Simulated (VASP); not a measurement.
Given:

```yaml
crystal:
  lattice:
    - [4.15456, 0.00000, 0.00000]
    - [-2.07728, 3.59796, 0.00000]
    - [0.00000, 0.00000, 6.78193]
  atoms:
    - { symbol: Cd, position: [0.33333, 0.66667, 0.99985] }
    - { symbol: Cd, position: [0.66667, 0.33333, 0.49985] }
    - { symbol: S, position: [0.33333, 0.66667, 0.37515] }
    - { symbol: S, position: [0.66667, 0.33333, 0.87515] }
```

Calculation: r2SCAN meta-GGA, VASP's PBE PAW potentials (set 64) (plane waves; VASP 6.6.1). Run with 400 eV cut-off, 6×6×3 Γ-centred mesh, Gaussian smearing of 0.050 eV, potentials Cd S.

Predict the energy per atom (σ→0), band gap (on the k-mesh) with the smallest direct gap where there is one.

```json
{
  "band gap (on the k-mesh)": "1.62 eV",
  "smallest direct gap (on the k-mesh)": "1.62 eV",
  "energy per atom (σ→0)": "-14.844 eV/atom"
}
```

Total energies compare only between runs with the same potentials, cut-off and functional.

The structure was generated: CdS was put into the wurtzite type (P6_3mc), which need not be its known phase. It was relaxed first, which changed the volume by +7 %. The start is the result of an earlier pass.
